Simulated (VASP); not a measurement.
OSZICAR of a VASP run on Sr (fcc):

**OSZICAR**
```
       N       E                     dE             d eps       ncg     rms          rms(c)
DAV:   1     0.301888810499E+02    0.30189E+02   -0.43436E+03  1305   0.789E+02
DAV:   2    -0.405237880618E+00   -0.30594E+02   -0.30242E+02  1499   0.148E+02
DAV:   3    -0.159669294021E+01   -0.11915E+01   -0.11830E+01  1928   0.241E+01
DAV:   4    -0.163501732640E+01   -0.38324E-01   -0.38298E-01  1942   0.389E+00
DAV:   5    -0.163547077527E+01   -0.45345E-03   -0.45335E-03  1967   0.329E-01    0.111E+01
RMM:   6    -0.163541898221E+01    0.51793E-04   -0.58812E-03  1296   0.106E+00    0.632E+00
RMM:   7    -0.163544080023E+01   -0.21818E-04   -0.11533E-02  1296   0.151E+00    0.266E-01
RMM:   8    -0.163550529474E+01   -0.64495E-04   -0.26115E-03  1479   0.370E-01    0.591E-02
RMM:   9    -0.163556559811E+01   -0.60303E-04   -0.51761E-04  1332   0.118E-01    0.520E-02
RMM:  10    -0.163559994398E+01   -0.34346E-04   -0.14792E-04  1378   0.791E-02    0.113E-01
RMM:  11    -0.163559773079E+01    0.22132E-05   -0.65705E-05  1145   0.543E-02
   1 F= -.16355977E+01 E0= -.16354041E+01  d E =-.163560E+01
```

**Question.** Which electronic solver shows in the log?

**Answer.** It is blocked Davidson (ALGO = Normal, or the opening steps of other solvers) and then RMM-DIIS (ALGO = Fast or VeryFast). The INCAR had ALGO = Fast.

**Question.** Can the final energy be trusted as converged?

**Answer.** The run converged. It stopped with EDIFF = 1E-5, NELM = 100, NSW = 20 and EDIFFG = -0.03 after 1 ionic step (PBE GGA, plane waves, VASP's PBE PAW potentials (set 64)).

The compound is Sr in the fcc structure. It was relaxed first.
